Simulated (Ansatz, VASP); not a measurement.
# Cross-check of TiC between VASP and Ansatz

One calculation is typed for both programs; each brings its own data sets. How far apart do they land? The cell is taken from a series of runs on this material, whose earlier steps may have relaxed, scaled, displaced or heated it; both programs get it as it stands.

Program: Ansatz 0.2.0. Level of theory: plane waves, with VASP 6.6.1 beside it; zone-centre phonons at LDA. Results are calculated unless marked as measured.

### 1. The structure

Symmetry: R-3m, No. 166, trigonal system. Conventional cell: a = 2.892 Å, b = 2.892 Å, c = 7.568 Å, α = 90.00°, β = 90.00°, γ = 120.00°. C has 6 Ti at 2.09 Å nearest. Ti has 6 C at 2.09 Å nearest. Farther neighbours are not listed.

Structure file:

```cif
data_structure
_symmetry_space_group_name_H-M 'R-3m:H'
_symmetry_Int_Tables_number 166
_cell_length_a 2.8923
_cell_length_b 2.8923
_cell_length_c 7.5684
_cell_angle_alpha 90.000
_cell_angle_beta 90.000
_cell_angle_gamma 120.000
_cell_volume 54.83
loop_
_atom_site_label
_atom_site_type_symbol
_atom_site_symmetry_multiplicity
_atom_site_Wyckoff_symbol
_atom_site_fract_x
_atom_site_fract_y
_atom_site_fract_z
_atom_site_occupancy
C1 C 3 b 0.66667 0.33333 0.83333 1
Ti1 Ti 3 a 0.00000 0.00000 0.00000 1
```

### 2. Ansatz: zone-centre phonons, LDA

Ansatz runs on its PAW soft_1 files.

Second derivatives magnify differences that forces hide, and they need a tight electronic threshold.

Contents of input.yaml:

```yaml
crystal:
  lattice:
    - [0.093075175, 2.1382720194, 2.1382720194]
    - [2.1382720194, 0.093075175, 2.1382720194]
    - [2.1382720194, 2.1382720194, 0.093075175]
  atoms:
    - { symbol: C, position: [0.5, 0.5, 0.5] }
    - { symbol: Ti, position: [0.0, 0.0, 0.0] }
kpoints:
  mp_grid: { grid: [16, 16, 16] }
hamiltonian:
  xc: lda
  pseudopotentials: { kind: paw, azcp: { folder: soft_1 }, xc_functional: pbe }
scf:
  occupations: { method: methfessel_paxton, width: 0.2 }
output:
  eigenvalues: true
phonons:
  method: dfpt
```

Run with:

```console
$ ansatz run input.yaml --threads 4 --pin off --max-ram 10240MiB --backend cpu --events-out ev --progress --plain --runs-dir out
```

Numbers of over 12 decimals in the logs are rounded to 6 here.

Output:

```text
Engine: ansatz 0.2.0, aarch64-unknown-linux-gnu
Pseudopotentials: kind: paw
Pseudopotential: C, paw, valence charge 4, recommended cutoff 420 eV (normal), soft_1/C.paw.azcp
Pseudopotential: Ti, paw, valence charge 12, recommended cutoff 420 eV (normal), soft_1/Ti.paw.azcp
Functional definition: SPW92
  exchange = slater_x
  correlation = pw_c
Crystal: 2 atoms, lattice volume = 18.277 Å³
Basis set: ecut = 420 eV, 339 PW (Γ), exchange–correlation on 48×48×48 points (8 copies of the dense FFT grid, shifted against one another)
Bands: 12, of which v1, the nominal top of the filled ones, is band 8 counted from 1 (7 counted from 0)
Symmetry: 12 space group operations
k-points: 1098 of 4096 (irreducible under 2 space group operations, time reversal used)
Non-local potential: C, projectors of the file, l = 0: 2, l = 1: 2, l = 2: 1
Non-local potential: Ti, projectors of the file, l = 0: 3, l = 1: 2, l = 2: 3, l = 3: 1
PAW form: soft (Blöchl's): semilocal exchange-correlation on the pseudo side does not see the compensation charge
PAW frozen core: C, regenerated for the run's functional, and the local potential with it (the file was generated under x = pbe(κ = 0.804, μ = 0.219515), c = pbe(β = 0.066725))
PAW frozen core: Ti, regenerated for the run's functional, and the local potential with it (the file was generated under x = pbe(κ = 0.804, μ = 0.219515), c = pbe(β = 0.066725))
PAW one-centre angular grid: C, 110 points (default); XC on 64 Gauss nodes
PAW one-centre angular grid: Ti, 590 points (default); XC on 64 Gauss nodes
Initial density: superposition of atomic densities (chi_scale 0.1, normalization cell, long waves kept (reshape's long-wave potential 0.00 eV rms))
Initial wavefunctions: pseudopotential atomic-orbital guess
Functional: x = slater, c = lda
SCF iter   1: F=—  HF=-2696.126940 eV  |F-HF|=—  |Δ(HF+E_count)|=         —  Δρ=1.49e-1  dr2=5.05e0  ethr=3.10e-3  ⟨swp⟩=4.4  Hψ=65209  notcnv=0
preconditioner: auto → none  [metal: Δε(μ)=0.034 eV  Ē_g=20.639 eV  σ=0.200 eV  W_gap=0.14  n_scr=8 (ndim 8)  ℏωp=32.5 eV  f_vac=0.000  D(μ)=0.16/eV (n_scr^D=0)  sad-step TF]
SCF iter   2: F=—  HF=-2695.590759 eV  |F-HF|=—  |Δ(HF+E_count)|=   5.36e-1  S|Δr|=    0.00e0  Δρ=1.04e-1  dr2=2.50e0  ethr=3.10e-3  ⟨swp⟩=2.0  Hψ=25530  notcnv=0
SCF iter   3: F=—  HF=-2695.069420 eV  |F-HF|=—  |Δ(HF+E_count)|=   5.21e-1  S|Δr|=    0.00e0  Δρ=1.10e-2  dr2=1.35e-2  ethr=3.10e-3  ⟨swp⟩=2.7  Hψ=26432  notcnv=0
SCF iter   4: F=—  HF=-2695.064107 eV  |F-HF|=—  |Δ(HF+E_count)|=   5.31e-3  S|Δr|=    0.00e0  Δρ=1.47e-3  dr2=1.07e-4  ethr=8.46e-5  ⟨swp⟩=2.4  Hψ=31779  notcnv=0
SCF iter   5: F=—  HF=-2695.064314 eV  |F-HF|=—  |Δ(HF+E_count)|=   2.06e-4  S|Δr|=    0.00e0  Δρ=3.07e-4  dr2=1.10e-5  ethr=6.69e-7  ⟨swp⟩=2.6  Hψ=17396  notcnv=0
SCF iter   6: F=—  HF=-2695.064312 eV  |F-HF|=—  |Δ(HF+E_count)|=   1.99e-6  S|Δr|=    0.00e0  Δρ=1.51e-5  dr2=2.10e-8  ethr=6.86e-8  ⟨swp⟩=2.1  Hψ=20774  notcnv=0
SCF iter   7: F=—  HF=-2695.064312 eV  |F-HF|=—  |Δ(HF+E_count)|=   8.39e-8  S|Δr|=    0.00e0  Δρ=3.09e-6  dr2=1.15e-9  ethr=1.31e-10  ⟨swp⟩=2.2  Hψ=20291  notcnv=0
SCF iter   8: F=-2695.064312 eV  HF=-2695.064312 eV  |F-HF|=1.36e-12  |Δ(HF+E_count)|=  3.21e-10  S|Δr|=    0.00e0  Δρ=1.35e-7  dr2=2.61e-12  ethr=1.00e-12  ⟨swp⟩=4.1  Hψ=60215  notcnv=0
SCF 1 converged in 8 iterations: F = -2695.064312 eV  dr2 = 2.61e-12
  greatest PAW one-centre occupation: 0.998 electrons in one spin orbital (limit 2), on the Ti atom at site 1 (counted from 0), in its partial waves of l = 0
DFPT response loops at Γ: preconditioner auto → Kerker (q_TF=auto, 2.668 Å⁻¹) (partly filled bands, converged f_vac=0.000); β = 1.00, the filter's whole step (`scf.mixing.beta` (0.50) is not read by the response loops under this deck's `scf.mixing.preconditioner`; to damp them name `kerker` or `kerker_dos`, under which they read `scf.mixing.beta`, and type it under 1.00, their step now; both keys bind the ground state too); Broyden in place of MSR1
SCF converged after 8 iterations
Stability not checked: this state was not tested for a lower state beside it, because cold or Methfessel-Paxton smearing, or corrected tetrahedra, fill the levels in a way that the test cannot read (fill_not_monotonic; see scf.lower_state_search)
Free energy (F): -2695.064312 eV
Harris-Foulkes:  -2695.064312 eV  (|F-HF|=1.36e-12)
Internal energy: -2695.064759 eV  (E = F + TS)
E sigma→0 (E₀):  -2695.064424 eV
Entropy (-TS):   0.000447 eV (0.223 meV/atom)
Fermi energy:    16.246742 eV
--- Per-component energies (eV) ---
  E_band       = -83.082226
  E_kinetic    = 372.442183
  E_local      = -770.886913  (includes V_loc(G=0)·N_el)
  E_nonlocal   = 89.466831
  E_hartree    = 307.992533
  E_xc         = -165.134958
  E_vxc        = -207.137204  (∫ρ·V_xc dr)
  E_paw        = -1086.099888  (= ΣΔE_a)
  E_vpaw       = -182.952134  (= ΣTr[D̂ρ^β])
  E_aug_tail   = -0.000077  (compensation charges beyond the density's cutoff)
  E_ewald      = -1443.233254
  E_core_change = 0.388783  (= ΣΔE_core)
  E_smearing   = 0.000447  (= −TS)
  E_closure    = -0.000000  (closes the sum)
  Σ components = -2695.064312   (vs F -2695.064312, Δ=0.00e0)
--- Band table (eV; the first three rows and the last of 1098) ---
  k-point 0: bands = [... 4 lower, 3.4998, 16.3767, 17.0706, 17.0706, 17.6245, 18.2059, 18.2059, 18.2454]
  k-point 1: bands = [... 4 lower, 3.6043, 16.2343, 16.5358, 16.9606, 17.1291, 17.3479, 18.3803, 19.1797]
  k-point 2: bands = [... 4 lower, 3.9101, 15.5015, 15.6234, 16.0921, 17.0741, 17.4745, 18.7335, 20.3932]
  k-point 1097: bands = [... 4 lower, 7.1920, 9.9056, 13.3849, 13.3849, 19.3373, 19.3373, 20.5374, 25.1558]
--- Phonons (Γ-DFPT): 2 representative perturbations + reference, on 1098 of 4096 k-points (Σ response iterations 6) ---
  k mesh reduced under 2 symmetry operations, with k and −k counted as one. Each operation leaves every solved perturbation unchanged. A smaller set is not used because it would not reduce the number of displacements times k-points to solve
  ASR residual: 2.200e-5 → 0.000e0 eV/Å²; symmetrization residual: 1.615e-7 eV/Å²
  ASR residual per site (eV/Å²): 2.20e-5 1.05e-5
  Γ frequencies (cm⁻¹): 0.00 0.00 0.00 582.81 582.81 651.27
  non-analytic LO–TO correction: not included (Born effective charges unavailable; polar crystals: no LO–TO splitting at Γ)
```

In the SCF lines HF is the Harris–Foulkes energy and dr2 the Hartree energy of the density residual, in eV; the loop may stop once dr2 is under the threshold and the program's other checks hold. Hψ counts applications of the Hamiltonian.

(Part 1 of 2 ends here.)

[Lines on the potential files, build, host, timing and source positions are cut from VASP's logs without a mark.]

[Logs are printed without paths, hosts, clocks, repeated set-up lines and the standing remarks that a program may print on its own settings, such as how far it seeks lower states.]

[Hosts, paths, dates, database ids (printed as entryN), source tags and the programs' standing remarks are cut or masked in the printed files.]
